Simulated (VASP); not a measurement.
Runs of VASP 6.6.1 on ZrC. It takes space group Fm-3m (No. 225, cubic). The conventional cell has a = 4.700 Å, b = 4.700 Å, c = 4.700 Å, α = 90.00°, β = 90.00°, γ = 90.00°. Zr (site symmetry m-3m) has 6 C at 2.35 Å as nearest neighbours. Around C (site symmetry m-3m) lie 6 Zr at 2.35 Å. 

| level | potentials or basis | cutoff (eV) | gap on the mesh (eV) | pressure (GPa) | relaxed volume (Å³/atom) |
| --- | --- | --- | --- | --- | --- |
| LDA | VASP PAW LDA potentials, release 64 (Zr_sv, C) | 600 | none | 0.0 | (a) |
| PBEsol | VASP PAW PBE potentials, release 64 (Zr_sv, C_s) | 480 | none | 0.0 | 12.74 |
| PBEsol | VASP PAW PBE potentials, release 64 (Zr_sv, C) | 580 | none | 0.0 | 12.74 |
| RPBE | VASP PAW PBE potentials, release 64 (Zr_sv, C) | 600 | none | 0.0 | 13.26 |
| PBE+D3(BJ) | VASP PAW PBE potentials, release 64 (Zr_sv, C) | 600 | none | 0.0 | 12.76 |

Alike in all rows: task relaxation of cell and atoms; no spin polarisation; cell relaxed; k mesh 16 × 16 × 16; smearing gaussian 0.1 eV.

Fill in the values left out.

(a) 12.53.

Caveats: the PAW data sets were made with another functional, which shifts forces and pressure a little (some runs); pairwise dispersion overbinds metals, which lowers pressure and volume (some runs).

A k mesh can miss the band edges, and the runs leave out spin-orbit coupling on Zr.

A gap of «none» marks a metal or a gap under the smearing width.
